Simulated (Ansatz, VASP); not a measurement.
**GeSO: VASP beside Ansatz**

Aim: how closely do two programs agree when they are given the same cell, functional and k mesh? The cell is taken from a series of runs on this material, whose earlier steps may have relaxed, scaled, displaced or heated it; both programs get it as it stands.

Calculated with Ansatz 0.2.0; plane waves, with VASP 6.6.1 beside it; single point at HSE06.

**1. Set-up**

The cell holds 3 atoms: 1 Ge, 1 O and 1 S. Its edges and angles: a = 3.124 Å, b = 3.124 Å, c = 27.900 Å, α = 90.0°, β = 90.0°, γ = 120.0°. Vacuum lies along c.

Coordinates:

```cif
data_structure
_symmetry_space_group_name_H-M 'P 1'
_symmetry_Int_Tables_number 1
_cell_length_a 3.1242
_cell_length_b 3.1242
_cell_length_c 27.9000
_cell_angle_alpha 90.000
_cell_angle_beta 90.000
_cell_angle_gamma 120.000
_cell_volume 235.84
loop_
_atom_site_label
_atom_site_type_symbol
_atom_site_fract_x
_atom_site_fract_y
_atom_site_fract_z
_atom_site_occupancy
Ge1 Ge 0.00000 0.00000 0.50925 1
O2 O 0.33333 0.66667 0.54173 1
S3 S 0.66667 0.33333 0.45827 1
```

**2. VASP: single point, HSE06**

A single point gives forces, pressure and levels at one fixed geometry, so differences don't come from the geometry; what else differs is listed under the comparison.

Lines of VASP's logs that name or quote its potential files are left out, and so is its time.

The run reads the wave functions of an earlier VASP run, which isn't shown here.

File INCAR:

```
SYSTEM = GeSO
PREC = Accurate
ENCUT = 520
EDIFF = 1E-06
NELM = 100
ISMEAR = 0
SIGMA = 0.01
LREAL = .FALSE.
ALGO = Normal
LHFCALC = .TRUE.
AEXX = 0.25
GGA = PE
HFSCREEN = 0.208
LASPH = .TRUE.
NBANDS = 19
PRECFOCK = Fast
LORBIT = 11
LWAVE = .FALSE.
LCHARG = .FALSE.
KPAR = 4
NCORE = 2
ISIF = 2
LDIPOL = .TRUE.
IDIPOL = 3
DIPOL = 0.5 0.5 0.503
LVHAR = .TRUE.
```

File POSCAR:

```
GeSO
1.0
    3.1242280959      0.0000000000      0.0000000000
   -1.5621140479      2.7056608982      0.0000000000
    0.0000000000      0.0000000000     27.9000000000
Ge O S
1 1 1
Direct
    0.0000000000      0.0000000000      0.5092491062
    0.3333333333      0.6666666667      0.5417298871
    0.6666666667      0.3333333333      0.4582701129
```

File KPOINTS:

```
Automatic mesh
0
Gamma
6 6 1
0 0 0
```

Potentials, in the order of the species: Ge_d, O and S (PBE family, release 64).

Started as:

```console
$ mpirun -np 8 vasp_std
```

Numbers of over 12 decimals in the logs are rounded to 6 here.

Output:

```text
[banner, memory and clock lines left out]
running    8 mpi-ranks, on    1 nodes
 distrk:  each k-point on    2 cores,    4 groups
 distr:  one band on    2 cores,    1 groups

 POSCAR found type information on POSCAR GeO S
 POSCAR found :  3 types and       3 ions
 LDA part: xc-table for (Slater+PW92), standard interpolation
 found WAVECAR, reading the header
 POSCAR, INCAR and KPOINTS ok, starting setup
 FFT: planning ... GRIDC
 FFT: planning ... GRID_SOFT
 FFT: planning ... GRID
 reading WAVECAR
 the WAVECAR file was read successfully
 initial charge from wavefunction
 entering main loop
       N       E                     dE             d eps       ncg     rms          rms(c)
DAV:   1    -0.193297421952E+02   -0.19330E+02   -0.86704E-01   360   0.173E+01    0.123E+00
DAV:   2    -0.193376756963E+02   -0.79335E-02   -0.62836E-02   323   0.220E+00    0.897E-01
DAV:   3    -0.193342431205E+02    0.34326E-02   -0.55987E-03   328   0.793E-01    0.571E-01
DAV:   4    -0.193333992730E+02    0.84385E-03   -0.12700E-03   331   0.361E-01    0.333E-01
DAV:   5    -0.193330989192E+02    0.30035E-03   -0.34012E-04   371   0.231E-01    0.185E-01
DAV:   6    -0.193330115960E+02    0.87323E-04   -0.77404E-05   338   0.103E-01    0.104E-01
DAV:   7    -0.193329812106E+02    0.30385E-04   -0.19577E-05   325   0.417E-02    0.594E-02
DAV:   8    -0.193329714951E+02    0.97155E-05   -0.72552E-06   338   0.225E-02    0.340E-02
DAV:   9    -0.193329683430E+02    0.31521E-05   -0.14918E-06   258   0.121E-02    0.199E-02
DAV:  10    -0.193329678998E+02    0.44319E-06   -0.97464E-07   280   0.943E-03
   1 F= -.19332968E+02 E0= -.19332968E+02  d E =-.902773E-25
```

From OUTCAR (step 2):

```text
ion  position               nearest neighbor table
   1  0.000  0.000  0.509-   2 2.02   2 2.02   2 2.02   3 2.30   3 2.30   3 2.30
   2  0.333  0.667  0.542-   1 2.02   1 2.02   1 2.02
   3  0.667  0.333  0.458-   1 2.30   1 2.30   1 2.30

  LATTYP: Found a hexagonal cell.
 ALAT       =     3.1242280959
 C/A-ratio  =     8.9302058440

 Subroutine GETGRP returns: Found  6 space group operations
 (whereof  6 operations were pure point group operations)

The static configuration has the point symmetry C_3v.

 Found      7 irreducible k-points:

   k-points           NKPTS =      7   k-points in BZ     NKDIM =     36   number of bands    NBANDS=     19

   dimension x,y,z NGX =    24 NGY =   24 NGZ =  210
   dimension x,y,z NGXF=    48 NGYF=   48 NGZF=  420

   ENCUT  =  520.0 eV  38.22 Ry    6.18 a.u.   5.81  5.81 51.88*2*pi/ulx,y,z

   NELECT =      26.0000    total number of electrons

 k-points in reciprocal lattice and weights: Automatic mesh
   0.00000000  0.00000000  0.00000000       0.028
   0.16666667  0.00000000  0.00000000       0.167
   0.33333333  0.00000000  0.00000000       0.167
   0.50000000  0.00000000  0.00000000       0.083
   0.16666667  0.16666667  0.00000000       0.167
   0.33333333  0.16666667  0.00000000       0.333
   0.33333333  0.33333333  0.00000000       0.056

  exchange ACFDT corr.  =         0.00000000  see jH, gK, PRB 81, 115126

 dipolmoment           0.000000      0.000000      0.038431 electrons x Angstroem

 average (electrostatic) potential at core
       1 -77.0335       2 -73.5412       3 -91.3328

 E-fermi :  -4.2475

 k-point     1 :       0.0000    0.0000    0.0000
  band No.  band energies     occupation
    ...
      9      -8.4635      2.00000
     10      -8.4635      2.00000
     11      -7.2802      2.00000
     12      -4.3179      2.00000
     13      -4.3179      2.00000
     14      -2.7774      0.00000
     15       1.5527      0.00000
     16       2.0154      0.00000
     17       2.1829      0.00000
     18       2.2519      0.00000
    ...

 k-point     2 :       0.1667    0.0000    0.0000
  band No.  band energies     occupation
    ...
      9      -9.6891      2.00000
     10      -8.8539      2.00000
     11      -7.0148      2.00000
     12      -6.5707      2.00000
     13      -4.7443      2.00000
     14      -1.5972      0.00000
     15       1.3764      0.00000
     16       2.1148      0.00000
     17       2.5771      0.00000
     18       2.8040      0.00000
    ...

 k-point     3 :       0.3333    0.0000    0.0000
  band No.  band energies     occupation
    ...
      9     -10.9227      2.00000
     10      -9.5498      2.00000
     11      -8.6054      2.00000
     12      -6.7397      2.00000
     13      -5.3928      2.00000
     14      -1.6668      0.00000
     15       1.4276      0.00000
     16       2.9126      0.00000
     17       4.1111      0.00000
     18       4.2868      0.00000
    ...

  Total        0.6055143      0.6055143     -0.2226777      0.0000000      0.0000000      0.0000000
  in kB        4.1135301      4.1135301     -1.5127498      0.0000000      0.0000000      0.0000000
  external PRESSURE =       2.2381035 kB  Pullay stress =       0.0000000 kB

  energy-cutoff  :      520.00
  volume of cell :      235.84
      direct lattice vectors                 reciprocal lattice vectors
     3.124228096  0.000000000  0.000000000     0.320079063  0.184797733  0.000000000
    -1.562114048  2.705660898  0.000000000     0.000000000  0.369595466  0.000000000
     0.000000000  0.000000000 27.900000000     0.000000000  0.000000000  0.035842294

 POSITION                                       TOTAL-FORCE (eV/Angst)
 -----------------------------------------------------------------------------------
      0.00000      0.00000     14.20805         0.000000      0.000000     -0.063084
     -0.00000      1.80377     15.11426         0.000000     -0.000000     -0.052617
      1.56211      0.90189     12.78574        -0.000000     -0.000000      0.115701
 -----------------------------------------------------------------------------------
    total drift:                               -0.000004      0.000006     -0.002921

  FREE ENERGIE OF THE ION-ELECTRON SYSTEM (eV)
  ---------------------------------------------------
  free  energy   TOTEN  =       -19.3329678998 eV

  energy  without entropy=      -19.3329678998  energy(sigma->0) =      -19.33296790

 vacuum level on the upper side and lower side of the slab         2.515         1.693

 total charge
# of ion       s       p       d       tot
------------------------------------------
    1        0.944   1.077  10.289  12.310
    2        1.577   3.417   0.000   4.994
    3        1.362   2.447   0.000   3.809
--------------------------------------------------
tot          3.883   6.942  10.289  21.113

[... 3 further parts left out ...]
```

The k-mesh is coarse for exact exchange; levels may shift by about 0.1 eV on a finer one.

**3. Ansatz: single point, HSE06**

Ansatz runs on its PAW soft_1 files.

The same cell, functional and mesh now go to Ansatz, which takes its cutoff from its data sets.

File input.yaml:

```yaml
crystal:
  lattice:
    - [3.1242280959, 0.0, 0.0]
    - [-1.5621140479, 2.7056608982, 0.0]
    - [0.0, 0.0, 27.9]
  atoms:
    - { symbol: Ge, position: [0.0, 0.0, 0.5092491062] }
    - { symbol: O, position: [0.3333333333, 0.6666666667, 0.5417298871] }
    - { symbol: S, position: [0.6666666667, 0.3333333333, 0.4582701129] }
  periodic: [true, true, false]
kpoints:
  mp_grid: { grid: [6, 6, 1] }
  band_path:
    path: [[0.0, 0.0, 0.0], [0.5, 0.0, 0.0], [0.3333333333, 0.3333333333, 0.0]]
    npoints: 1
hamiltonian:
  xc: hse06
  pseudopotentials: { kind: paw, azcp: { folder: soft_1 } }
scf:
  occupations: { method: fixed }
  n_extra_bands: 5
  convergence: { dr2_threshold: 1.0e-10 }
output:
  eigenvalues: true
  write_density: true
  write_potential: true
  elf: true
  volumetric_format: npy
```

Started as:

```console
$ ansatz run input.yaml --threads 4 --pin off --max-ram 17510MiB --backend cpu --events-out ev --progress --plain --runs-dir out
```

Output:

```text
scf.n_extra_bands = 5 over 13 filled bands (N_el = 26.0): the run solves 18 bands
Engine: ansatz 0.2.0, aarch64-unknown-linux-gnu
Pseudopotentials: kind: paw
Pseudopotential: Ge, paw, valence charge 14, recommended cutoff 420 eV (normal), soft_1/Ge.paw.azcp
Pseudopotential: O, paw, valence charge 6, recommended cutoff 420 eV (normal), soft_1/O.paw.azcp
Pseudopotential: S, paw, valence charge 6, recommended cutoff 420 eV (normal), soft_1/S.paw.azcp
Functional definition: HSE06
  parameter a = 0.25
  parameter omega = 0.11/bohr
  exchange = pbe_x - a*pbe_x_sr(omega) + a*exact_x_sr(omega)
  correlation = pbe_c
davidson cushion auto → on  (no smearing: the cushion is to keep the highest requested band from converging to the state above it; pin scf.eigensolver.cushion to override)
Crystal: 3 atoms, lattice volume = 235.842 Å³
Basis set: ecut = 420 eV, 4569 PW (Γ)
Bands: 18, of which v1, the nominal top of the filled ones, is band 13 counted from 1 (12 counted from 0)
Symmetry: 6 space group operations
Space group: P3m1 (ITA 156), of the structure as read, at distance tolerance 6.2e-5 Å
k-points: 7 of 36 (time reversal used)
Non-local potential: Ge, projectors of the file, l = 0: 2, l = 1: 2, l = 2: 3, l = 3: 1
Non-local potential: O, projectors of the file, l = 0: 2, l = 1: 2, l = 2: 1
Non-local potential: S, projectors of the file, l = 0: 2, l = 1: 2, l = 2: 1
PAW form: soft (Blöchl's): semilocal exchange-correlation on the pseudo side does not see the compensation charge
PAW frozen core: Ge, regenerated for the run's functional, and the local potential with it (the file was generated under x = pbe(κ = 0.804, μ = 0.219515), c = pbe(β = 0.066725))
PAW frozen core: O, regenerated for the run's functional, and the local potential with it (the file was generated under x = pbe(κ = 0.804, μ = 0.219515), c = pbe(β = 0.066725))
PAW frozen core: S, regenerated for the run's functional, and the local potential with it (the file was generated under x = pbe(κ = 0.804, μ = 0.219515), c = pbe(β = 0.066725))
PAW one-centre angular grid: Ge, 590 points (default); XC on 64 Gauss nodes
PAW one-centre angular grid: O, 110 points (default); XC on 96 Gauss nodes
PAW one-centre angular grid: S, 110 points (default); XC on 64 Gauss nodes
Initial density: superposition of atomic densities (neutral atoms: chi_scale 0, normalization atom)
Initial wavefunctions: pseudopotential atomic-orbital guess
Functional: x = pbe(κ = 0.804, μ = 0.219515), c = pbe(β = 0.066725), warm-up for x = pbe(κ = 0.804, μ = 0.219515) + 0.25 (exact − pbe) at short range (hse, ω = 0.207870 Å⁻¹), c = pbe(β = 0.066725); HSE06 as pw.x's `hse` composes it (authors' and Libxc's form: `xc: wpbeh`)
iter 1 solved again at ethr=2.28e-2 eV; its pass at ethr=1.00e-1 eV (dr2=5.92e0 eV) is discarded
SCF iter   1: F=—  HF=-5765.151706 eV  |F-HF|=—  |Δ(HF+E_count)|=         —  Δρ=5.00e-2  dr2=5.89e0  ethr=2.28e-2  ⟨swp⟩=4.6  Hψ=745  notcnv=0
preconditioner: auto → none  [insulator: Δε(μ)=1.123 eV  Ē_g=19.773 eV  n_scr=16 (ndim 8)  ℏωp=12.3 eV  f_vac=0.783]
SCF iter   2: F=—  HF=-5765.209706 eV  |F-HF|=—  |Δ(HF+E_count)|=   5.80e-2  Δρ=5.48e-2  dr2=1.19e1  ethr=2.26e-2  ⟨swp⟩=6.0  Hψ=387  notcnv=0  defer=2
SCF iter   3: F=—  HF=-5763.902504 eV  |F-HF|=—  |Δ(HF+E_count)|=    1.31e0  Δρ=1.43e-2  dr2=2.10e0  ethr=2.26e-2  ⟨swp⟩=4.9  Hψ=357  notcnv=0
iter 4 solved again at ethr=4.52e-4 eV; its pass at ethr=8.08e-3 eV (dr2=1.18e-1 eV) is discarded
SCF iter   4: F=—  HF=-5763.693064 eV  |F-HF|=—  |Δ(HF+E_count)|=   2.09e-1  Δρ=9.56e-3  dr2=1.16e-1  ethr=4.52e-4  ⟨swp⟩=4.4  Hψ=627  notcnv=0  defer=3
SCF iter   5: F=—  HF=-5763.685984 eV  |F-HF|=—  |Δ(HF+E_count)|=   7.08e-3  Δρ=2.54e-3  dr2=8.12e-3  ethr=4.47e-4  ⟨swp⟩=3.4  Hψ=311  notcnv=0  defer=2
SCF iter   6: F=—  HF=-5763.686158 eV  |F-HF|=—  |Δ(HF+E_count)|=   1.74e-4  Δρ=6.74e-4  dr2=9.64e-4  ethr=3.12e-5  ⟨swp⟩=4.3  Hψ=341  notcnv=0  defer=1
SCF iter   7: F=—  HF=-5763.686052 eV  |F-HF|=—  |Δ(HF+E_count)|=   1.06e-4  Δρ=2.38e-4  dr2=1.39e-4  ethr=3.71e-6  ⟨swp⟩=4.1  Hψ=375  notcnv=0  defer=2
SCF iter   8: F=-5763.686024 eV  HF=-5763.686030 eV  |F-HF|=5.97e-6  |Δ(HF+E_count)|=   2.26e-5  Δρ=6.95e-5  dr2=9.48e-6  ethr=5.33e-7  ⟨swp⟩=3.6  Hψ=323  notcnv=0  defer=1
SCF 1 stopped early in 8 iterations: F = -5763.686024 eV  dr2 = 9.48e-6
  greatest PAW one-centre occupation: 0.999 electrons in one spin orbital (limit 2), on the Ge atom at site 0 (counted from 0), in its partial waves of l = 2
Initial density: handed on by an earlier stage of this run
Initial wavefunctions: those handed on with the density
Functional: x = pbe(κ = 0.804, μ = 0.219515) + 0.25 (exact − pbe) at short range (hse, ω = 0.207870 Å⁻¹), c = pbe(β = 0.066725); HSE06 as pw.x's `hse` composes it (authors' and Libxc's form: `xc: wpbeh`)
Exchange kernel: α = 0.2500, screened, ω = 0.2079 Å⁻¹, Wigner–Seitz truncation, v(0) = 1044.0023 eV·Å³, q-mesh 6×6×1, nearest image of the exchange supercell L = 18.75 Å, pair-density grid 15×15×135, without the augmentation charges, whose exchange is taken in its separable form by FFT convolution over the k-point mesh (sized by the pseudopotential files, 20×20×192 at the most), smooth part of the exact exchange by density-matrix convolution
Frozen-core exchange: fock
[...]
preconditioner: auto → none  [insulator: Δε(μ)=1.484 eV  Ē_g=12.977 eV  n_scr=16 (ndim 8)  ℏωp=9.0 eV  f_vac=0.793]
[...]
SCF iter   6: F=-5764.784654 eV  HF=-5764.784655 eV  |F-HF|=1.14e-6  |Δ(HF+E_count)|=   3.45e-6  Δρ=1.68e-5  dr2=2.21e-6  ethr=7.07e-8  ⟨swp⟩=3.3  Hψ=306  notcnv=0  defer=1
SCF 2 stopped early in 6 iterations: F = -5764.784654 eV  dr2 = 2.21e-6
hybrid outer 1: dexx = +1.337e-2 eV, tail = 4.74e-5 eV
Exchange kernel: α = 0.2500, screened, ω = 0.2079 Å⁻¹, Wigner–Seitz truncation, v(0) = 1044.0023 eV·Å³, q-mesh 6×6×1, nearest image of the exchange supercell L = 18.75 Å, pair-density grid 15×15×135, without the augmentation charges, whose exchange is taken in its separable form by FFT convolution over the k-point mesh (sized by the pseudopotential files, 20×20×192 at the most), smooth part of the exact exchange by density-matrix convolution
Frozen-core exchange: fock
SCF iter   1: F=—  HF=-5764.784699 eV  |F-HF|=—  |Δ(HF+E_count)|=         —  Δρ=2.54e-5  dr2=8.90e-7  ethr=9.12e-7  ⟨swp⟩=3.3  Hψ=300  notcnv=0
preconditioner: auto → none  [insulator: Δε(μ)=1.552 eV  Ē_g=12.977 eV  n_scr=16 (ndim 8)  ℏωp=9.0 eV  f_vac=0.794]
SCF iter   2: F=—  HF=-5764.784700 eV  |F-HF|=—  |Δ(HF+E_count)|=   1.58e-6  Δρ=1.67e-5  dr2=7.80e-7  ethr=3.16e-9  ⟨swp⟩=5.3  Hψ=543  notcnv=0  defer=5
SCF iter   3: F=—  HF=-5764.784700 eV  |F-HF|=—  |Δ(HF+E_count)|=   1.31e-7  Δρ=7.75e-6  dr2=1.83e-7  ethr=2.87e-9  ⟨swp⟩=3.1  Hψ=294  notcnv=0  defer=5
iter 4 solved again at ethr=7.61e-12 eV; its pass at ethr=5.79e-10 eV (dr2=1.98e-9 eV) is discarded
SCF iter   4: F=—  HF=-5764.784700 eV  |F-HF|=—  |Δ(HF+E_count)|=   1.92e-8  Δρ=1.16e-6  dr2=1.11e-8  ethr=7.61e-12  ⟨swp⟩=5.1  Hψ=782  notcnv=0  defer=1
SCF iter   5: F=—  HF=-5764.784700 eV  |F-HF|=—  |Δ(HF+E_count)|=   1.09e-7  Δρ=1.23e-6  dr2=3.52e-9  ethr=7.61e-12  ⟨swp⟩=6.0  Hψ=564  notcnv=0  defer=5
SCF iter   6: F=—  HF=-5764.784700 eV  |F-HF|=—  |Δ(HF+E_count)|=   2.74e-9  Δρ=2.80e-7  dr2=8.56e-10  ethr=7.61e-12  ⟨swp⟩=4.6  Hψ=415  notcnv=0  defer=3
SCF iter   7: F=—  HF=-5764.784700 eV  |F-HF|=—  |Δ(HF+E_count)|=  1.39e-10  Δρ=9.53e-8  dr2=2.09e-10  ethr=2.93e-12  ⟨swp⟩=4.1  Hψ=346  notcnv=0  defer=1
SCF iter   8: F=-5764.784700 eV  HF=-5764.784700 eV  |F-HF|=4.37e-11  |Δ(HF+E_count)|=   1.71e-9  Δρ=2.18e-7  dr2=8.83e-11  ethr=1.00e-12  ⟨swp⟩=7.9  Hψ=513  notcnv=0  reapply=1
SCF 3 converged in 8 iterations: F = -5764.784700 eV  dr2 = 8.83e-11
hybrid outer 2: dexx = +6.498e-7 eV, tail = 1.68e-8 eV, Δε = 4.06e-3 eV (about 1.01e-4 eV left of the loop's levels)
NSCF: frozen V_eff on 3 k-points
WARN: The output density's exchange-correlation potential varies sharply where the density is thin. Do not read a vacuum level from v_tot or v_xc, or from such a field of the output density. On a cell that repeats whose density bears no net charge and no dipole along the vacuum's axis use v_es (v_loc + v_h of the components); under efield.dipole_correction with no amplitude use v_es + v_field, which holds any externa [...]
hybrid SCF converged: 2 outer / 14 inner (+8 warm-up), last move |dexx| = 6.50e-7 eV, tail = 1.68e-8 eV
Stability not checked: this state was not tested for a lower state beside it, because the functional holds exact exchange (a hybrid, or Hartree-Fock), whose exchange loop this test does not read (fock_operator; see scf.lower_state_search)
Free energy (F): -5764.784700 eV
Frozen-core exchange: fock
Harris-Foulkes:  -5764.784700 eV  (|F-HF|=4.37e-11)
Internal energy: -5764.784700 eV  (E = F + TS)
E sigma→0 (E₀):  -5764.784700 eV
Fermi energy:    -6.432053 eV
--- Per-component energies (eV) ---
  E_band       = -582.853138
  E_kinetic    = 368.902665
  E_local      = -45195.292815  (includes V_loc(G=0)·N_el)
  E_nonlocal   = 308.940660
  E_hartree    = 22294.814602
  E_xc         = -186.216637
  E_vxc        = -191.107891  (∫ρ·V_xc dr)
  E_exx        = -85.465559  (= α·E_x^exact, valence–valence)
  E_paw        = -2751.969743  (= ΣΔE_a)
  E_vpaw       = -292.994647  (= ΣTr[D̂ρ^β])
  E_aug_tail   = 0.000755  (compensation charges beyond the density's cutoff)
  E_ewald      = 19481.986748
  E_core_change = -0.485376  (= ΣΔE_core)
  E_smearing   = -0.000000  (= −TS)
  E_closure    = -0.000000  (closes the sum)
  Σ components = -5764.784700   (vs F -5764.784700, Δ=2.73e-12)
--- Band table (eV; the first three rows and the last of 7) ---
  k-point 0: bands = [... 9 lower, -10.5734, -9.3909, -6.4321, -6.4321, -4.8790, -0.6259, 0.0412, 0.1671, ... 1 higher]
  k-point 1: bands = [... 9 lower, -10.9635, -9.1270, -8.6878, -6.8586, -3.7005, -0.7462, -0.0573, 0.7084, ... 1 higher]
  k-point 2: bands = [... 9 lower, -11.6595, -10.7195, -8.8463, -7.5071, -3.7719, -0.6901, 0.7782, 2.0021, ... 1 higher]
  k-point 6: bands = [... 9 lower, -12.8785, -12.2532, -9.3261, -8.3697, -2.8299, 0.3156, 1.9377, 2.6924, ... 1 higher]
  the weakly bound empty levels are not read free of the cell's end (exact_exchange)
```

Reading the cycles: dr2 is the Hartree energy of the density residual (eV), the measure of convergence; HF is the Harris–Foulkes estimate of the energy, which meets the free energy F at convergence.

**4. Comparison**

Known differences besides the potentials themselves: exact exchange at q = 0 is treated differently, which shows on coarse meshes; VASP keeps PBE cores, Ansatz makes them for the functional; fixed occupations in Ansatz, narrow Gaussian smearing in VASP; Ansatz cuts the interaction across the vacuum, VASP repeats the sheet with a dipole correction; the cutoff is 420 eV in Ansatz and 520 eV in VASP; VASP takes a coarser grid for exact exchange (PRECFOCK = Fast). Total energies have different zeros and are not compared.

Both answers:

```tsv
quantity	Ansatz	VASP	difference
gap on the k mesh (eV)	1.553	1.540	+0.013
```

A gap on the mesh is an upper bound, since the band edges may lie between its points. With vacuum in the cell, a pressure given here is an average over mostly empty space and none of the material.

**5. Outcome**

```json
{
  "difference in gap on the k mesh (single point, HSE06)": "0.013 eV"
}
```

In words: The difference in gap on the k mesh is 0.013 eV (single point, HSE06), within the 0.08 eV picked in this series as the mark of a large difference. Such differences can come from data sets, numerical settings and the points named under the comparisons, not from the functional's error against experiment.

[Lines on the potential files, build, host, timing and source positions are cut from VASP's logs without a mark.]

[Logs are printed without paths, hosts, clocks, repeated set-up lines and the standing remarks that a program may print on its own settings, such as how far it seeks lower states.]

[Hosts, paths, dates, database ids (printed as entryN), source tags and the programs' standing remarks are cut or masked in the printed files.]
